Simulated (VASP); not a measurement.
Runs of VASP 6.6.1 on TiN. It takes space group Fm-3m (No. 225, cubic). The conventional cell has a = 4.206 Å, b = 4.206 Å, c = 4.206 Å, α = 90.00°, β = 90.00°, γ = 90.00°. Ti (site symmetry m-3m) is surrounded by 6 N at 2.10 Å. N (site symmetry m-3m) is surrounded by 6 Ti at 2.10 Å. 

```tsv
task	level	cell	cutoff (eV)	gap on the mesh (eV)	pressure (GPa)	relaxed volume (Å³/atom)
band structure	PBEsol	Fm-3m, 9.3 Å³/atom	520	-	0.1	-
relaxation of cell and atoms	PBE	relaxed	600	none	0.0	9.59
relaxation of cell and atoms	PBEsol	relaxed	600	none	0.0	9.30
band structure	PBE	Fm-3m, 9.59 Å³/atom	520	-	(a)	-
```

Alike in all rows: potentials or basis VASP PAW PBE potentials, release 64 (Ti_sv, N); no spin polarisation; k mesh 16 × 16 × 16; smearing methfessel-paxton 0.1 eV.

Problem. Fill in the values left out.

Solution. (a) 0.2.

Caveats: the PAW data sets were made with another functional, which shifts forces and pressure a little (some runs).

A gap of «none» marks a metal or a gap under the smearing width.
